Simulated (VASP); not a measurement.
Consider the following.

```
ZrC
1.0
    3.30355     0.00000     0.00000
    0.00000     4.67192     0.00000
    0.00000     0.00000    24.82102
Zr C
6 6
Cartesian
  0.00000   0.00000   8.28109
  1.65177   2.33596   9.93285
  0.00000   0.00000  11.58461
  1.65177   2.33596  13.23640
  0.00000   0.00000  14.88817
  1.65177   2.33596  16.53993
  1.65177   0.00000   9.93285
  0.00000   2.33596   8.28109
  1.65177   0.00000  13.23640
  0.00000   2.33596  11.58461
  1.65177   0.00000  16.53993
  0.00000   2.33596  14.88817
```

Method: PBEsol GGA, VASP's PBE PAW potentials (set 64) (plane waves; VASP). Numerical set-up: PREC = Normal, EDIFF = 1E-5, 450 eV cut-off, 8×6×1 Γ-centred mesh, first-order Methfessel-Paxton smearing of 0.10 eV, potentials Zr_sv C.

Problem. The ions are relaxed. Predict the relaxed structure.

Solution. 
```
ZrC
1.0
    3.30355     0.00000     0.00000
    0.00000     4.67192     0.00000
    0.00000     0.00000    24.82102
Zr C
6 6
Direct
  0.00000   0.00000   0.33929
  0.50000   0.50000   0.39855
  0.00000   0.00000   0.46869
  0.50000   0.50000   0.53131
  0.00000   0.00000   0.60145
  0.50000   0.50000   0.66071
  0.50000   0.00000   0.39665
  0.00000   0.50000   0.33816
  0.50000   0.00000   0.53160
  0.00000   0.50000   0.46840
  0.50000   0.00000   0.66184
  0.00000   0.50000   0.60335
```

Problem. How much energy does the relaxation gain?

Solution. The energy (σ→0) changes by -46.7 meV/atom, in 12 ionic steps.

The cell is a thin slab with vacuum, built from ZrC (rock salt): (110) face.
